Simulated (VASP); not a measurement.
Output of a VASP run:

File OSZICAR:
```
       N       E                     dE             d eps       ncg     rms          rms(c)
DAV:   1     0.198731065698E+03    0.19873E+03   -0.15255E+04  1470   0.215E+03
DAV:   2    -0.203782899702E+02   -0.21911E+03   -0.21139E+03  1470   0.376E+02
DAV:   3    -0.315758288281E+02   -0.11198E+02   -0.10793E+02  1585   0.114E+02
DAV:   4    -0.318361742640E+02   -0.26035E+00   -0.25748E+00  1701   0.154E+01
DAV:   5    -0.318468069210E+02   -0.10633E-01   -0.10603E-01  1777   0.292E+00    0.217E+01
DAV:   6    -0.310011223426E+02    0.84568E+00   -0.52777E+01  1679   0.123E+02    0.154E+01
DAV:   7    -0.280206367989E+02    0.29805E+01   -0.15176E+01  1628   0.675E+01    0.491E+00
DAV:   8    -0.279336341640E+02    0.87003E-01   -0.63988E-01  1616   0.702E+00    0.150E+00
DAV:   9    -0.279151123723E+02    0.18522E-01   -0.31830E-02  2038   0.256E+00    0.584E-01
DAV:  10    -0.279125503946E+02    0.25620E-02   -0.35570E-03  1922   0.490E-01    0.267E-01
DAV:  11    -0.279119088459E+02    0.64155E-03   -0.85774E-04  2262   0.381E-01    0.650E-02
DAV:  12    -0.279119053548E+02    0.34911E-05   -0.13842E-04  1719   0.152E-01    0.180E-02
DAV:  13    -0.279119042386E+02    0.11162E-05   -0.95610E-06  1699   0.229E-02    0.836E-03
DAV:  14    -0.279119042074E+02    0.31244E-07   -0.48843E-07   913   0.875E-03
   1 F= -.26676525E+02 E0= -.26676771E+02  d E =-.266765E+02
```

OUTCAR:
```
------------------------ aborting loop because EDIFF is reached ----------------------------------------
  FORCE on cell =-STRESS in cart. coord.  units (eV):
  Direction    XX          YY          ZZ          XY          YZ          ZX
  --------------------------------------------------------------------------------------
  Total        1.1983605      1.1983605      1.1983605     -0.0000000      0.0000000      0.0000000
  in kB       48.5017100     48.5017100     48.5017100     -0.0000000      0.0000000      0.0000000
  external PRESSURE =      -1.4982900 kB  Pullay stress =      50.0000000 kB
  volume of cell :       39.59
      direct lattice vectors                 reciprocal lattice vectors
     3.408110563  0.000000000  0.000000000     0.293417711  0.000000000  0.000000000
     0.000000000  3.408110563  0.000000000     0.000000000  0.293417711  0.000000000
     0.000000000  0.000000000  3.408110563     0.000000000  0.000000000  0.293417711
 POSITION                                       TOTAL-FORCE (eV/Angst)
 -----------------------------------------------------------------------------------
      0.00000      0.00000      0.00000         0.000000      0.000000      0.000000
      0.00000      1.70406      1.70406         0.000000      0.000000      0.000000
      1.70406      0.00000      1.70406         0.000000      0.000000      0.000000
      1.70406      1.70406      0.00000         0.000000      0.000000      0.000000
 -----------------------------------------------------------------------------------
    total drift:                                0.000000      0.000000      0.000000
  FREE ENERGIE OF THE ION-ELECTRON SYSTEM (eV)
  ---------------------------------------------------
  free  energy   TOTEN  =       -27.9119042074 eV

  energy  without entropy=      -27.9126434907  energy(sigma->0) =      -27.91215064
  enthalpy is  TOTEN    =       -26.6765245433 eV   P V=        1.2353796641

 reached required accuracy - stopping structural energy minimisation
```
(Selected blocks of OUTCAR.)

POSCAR:
```
Ni3Si
1
    3.4081105632    -0.0000000000     0.0000000000
   -0.0000000000     3.4081105632    -0.0000000000
   -0.0000000000    -0.0000000000     3.4081105632
Si Ni
1 3
Direct
  0.0000000000   0.0000000000   0.0000000000
  0.0000000000   0.5000000000   0.5000000000
  0.5000000000   0.0000000000   0.5000000000
  0.5000000000   0.5000000000   0.0000000000
```

### Question
Write an INCAR and KPOINTS that could have produced this output.

### Answer
One answer among several that fit: the input of the run itself, LDA (Ceperley-Alder, Perdew-Zunger), plane waves, VASP's LDA PAW potentials (set 64).

### INCAR
```
# general
SYSTEM =Ni3Si
PREC   =Accurate
ENCUT  =500   # plane-wave cut-off (eV)
LREAL  =.FALSE.   # projection in real space or not
LASPH  =.TRUE.

# electronic loop
EDIFF  =1E-6   # SCF stop (eV)
NELM   =100   # most electronic steps
ALGO   =Normal
LMAXMIX=4

# smearing
ISMEAR =1   # Methfessel-Paxton
SIGMA  =0.1

# ions
IBRION =2
NSW    =40   # most ionic steps
ISIF   =3   # ions, shape and volume
EDIFFG =-0.02   # ionic stop
PSTRESS=50   # kbar

# output
LWAVE  =.FALSE.
LCHARG =.FALSE.
```

KPOINTS:
```
Automatic mesh
0
Gamma
9 9 9
0 0 0
```

POTCAR, in this order: Si Ni (LDA.64 set). Program: vasp_std.

The compound is Ni3Si in the L1_2 structure. It was relaxed first under an external pressure of 5 GPa. The run is not spin-polarised, so no magnetic state was tried.
